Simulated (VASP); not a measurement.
Here is the system:

```
CELL_PARAMETERS angstrom
      2.08064    -3.60377     0.00000
      2.08064     3.60377     0.00000
      0.00000     0.00000     6.75995
ATOMIC_POSITIONS crystal
  Cd 0.66667 0.33333 0.50002
  Cd 0.33333 0.66667 0.00002
  S  0.66667 0.33333 0.87698
  S  0.33333 0.66667 0.37698
```

Calculation: r2SCAN meta-GGA, VASP's PBE PAW potentials (set 64) (plane waves; VASP). Numerical set-up: 400 eV cut-off, 7×7×4 Γ-centred mesh, tetrahedra with Blöchl corrections, potentials Cd S.

The cores are frozen, which limits the accuracy of field gradients.

Give the principal components of the electric field gradient (V/Å²) and the asymmetry η at each nucleus.

```json
[
 {"atom": "Cd1", "Vxx": "-1.9", "Vyy": "-1.9", "Vzz": "3.7", "η": "0.00"},
 {"atom": "Cd2", "Vxx": "-1.9", "Vyy": "-1.9", "Vzz": "3.7", "η": "0.00"},
 {"atom": "S3", "Vxx": "0.2", "Vyy": "0.2", "Vzz": "-0.4", "η": "-"},
 {"atom": "S4", "Vxx": "0.2", "Vyy": "0.2", "Vzz": "-0.4", "η": "-"}
]
```

The compound is CdS in the wurtzite structure. It was relaxed first.
